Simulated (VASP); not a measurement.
**NiMoIrPdW under changes of volume**

One of the cells (16.308 Å³/atom); the others are scaled copies at fixed shape and fractional positions:

```
CELL_PARAMETERS angstrom
4.14432 0.00000 0.00000
-2.07216 3.58908 0.00000
0.00000 0.00000 5.48187
ATOMIC_POSITIONS crystal
Ni 0.00000 0.00000 0.95775
Mo 0.66667 0.33333 0.96161
Pd 0.66667 0.33333 0.46295
Ir 0.33333 0.66667 0.72572
W 0.33333 0.66667 0.23642
```

The cell was built by a generator and needn't be a form met in nature.

| Quantity | Value |
| --- | --- |
| Program | VASP 6.6.1 |
| Functional | PBE |
| Potentials or basis | VASP PAW PBE potentials, release 64 (Ni, Mo_sv, Pd, Ir, W_sv) |
| Cutoff | 520 eV |
| k mesh | 8 × 8 × 5 |
| Occupations | fermi-dirac, width 0.05 eV |
| Spin | collinear spin, ferromagnetic start |
| Starting moments | [1.0, 1.0, 0.0, 0.6, 0.0] μB |

| volume (Å³/atom) | energy over the lowest point (meV/atom) | pressure (GPa) | largest force (eV/Å) |
| --- | --- | --- | --- |
| 15.029 | 42.85 | 16.3 | 0.259 |
| 15.348 | 16.34 | 10.3 | 0.162 |
| 15.668 | 1.15 | 5.0 | 0.073 |
| 16.308 | 0.00 | -4.1 | 0.085 |
| 16.628 | 11.96 | -7.9 | 0.153 |
| 16.947 | ? | ? | ? |

Problem. What does the run at 16.947 Å³/atom give?

Solution. Energy over the lowest point 31.07 meV/atom; pressure -11.3 GPa; largest force 0.217 eV/Å.

Worked out: A Birch-Murnaghan fit of order 3 (a polynomial in V^(-2/3)) to the other rows has its minimum at 16.00 Å³/atom with B0 = V·E''(V) = 224 GPa and B' = 4.9 at fixed shape and positions, which overstates the stiffness. It gives 30.97 meV/atom at 16.947 Å³/atom, against the run's 31.07, and -dE/dV = -11.2 GPa, against -11.3.

Energies are extrapolated to zero smearing.
